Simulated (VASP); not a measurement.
A convergence study with VASP on Pd (fcc): one setting is varied, all else stays as given below, so the limit is that of these other settings.

```yaml
crystal:
  lattice:
    - [0.00000, 1.94500, 1.94500]
    - [1.94500, 0.00000, 1.94500]
    - [1.94500, 1.94500, 0.00000]
  atoms:
    - { symbol: Pd, position: [0.00000, 0.00000, 0.00000] }
```

These are LDA (Ceperley-Alder, Perdew-Zunger), VASP's LDA PAW potentials (set 64) (plane waves; VASP 6.6.1) values and carry that method's errors. The tightest run used: 550 eV cut-off, 26×26×26 Γ-centred mesh, first-order Methfessel-Paxton smearing of 0.10 eV, potentials Pd.

```tsv
setting	E (eV/atom)	pressure (GPa)	irreducible k-points
1×1×1 mesh	-13.8497	-73.10	1
2×2×2 mesh	-3.0067	51.06	3
3×3×3 mesh	-5.6123	4.39	4
4×4×4 mesh	-6.6248	-8.09	8
5×5×5 mesh	-6.3152	-5.31	10
6×6×6 mesh	-6.4971	-9.35	16
7×7×7 mesh	-6.4808	-7.06	20
8×8×8 mesh	-6.4553	-6.92	29
9×9×9 mesh	-6.4883	-8.37	35
10×10×10 mesh	-6.4947	-8.13	47
11×11×11 mesh	-6.4647	-7.49	56
```

Problem. These are the cheaper rows. Estimate the results at 26×26×26 mesh, and how far the last row shown lies from them.

Solution. 
```
quantity        tightest run  last row shown is off by
--------------  ------------  ------------------------
E (eV/atom)          -6.4806                    0.0159
pressure (GPa)         -8.01                      0.52
```

Left out are rungs that failed or repeat a setting and relaxations that didn't move; long series are thinned to 24 rows.

The compound is Pd in the fcc structure. The cell was not relaxed at this level.
